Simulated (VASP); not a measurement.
Data:

```
CELL_PARAMETERS angstrom
      1.69183    -2.93033     0.00000
      1.69183     2.93033     0.00000
      0.00000     0.00000     5.69174
ATOMIC_POSITIONS crystal
  Ti 0.00000 0.00000 0.00000
  S  0.33333 0.66667 0.25095
  S  0.66667 0.33333 0.74905
```

These are rev-vdW-DF2, VASP's PBE PAW potentials (set 64) (plane waves; VASP) values and carry that method's errors. Run with 520 eV cut-off, 12×12×6 Γ-centred mesh, tetrahedra with Blöchl corrections, potentials Ti_sv S.

The cores are frozen, which limits the accuracy of field gradients.

Task: Give the principal components of the electric field gradient (V/Å²) and the asymmetry η at each nucleus.

Result: 
```
atom   Vxx   Vyy    Vzz     η
----  ----  ----  -----  ----
Ti1   10.6  10.6  -21.1  0.00
S2     4.9   4.9   -9.9  0.00
S3     4.9   4.9   -9.9  0.00
```

The compound is TiS2 in the 1T layered structure. It was relaxed first.
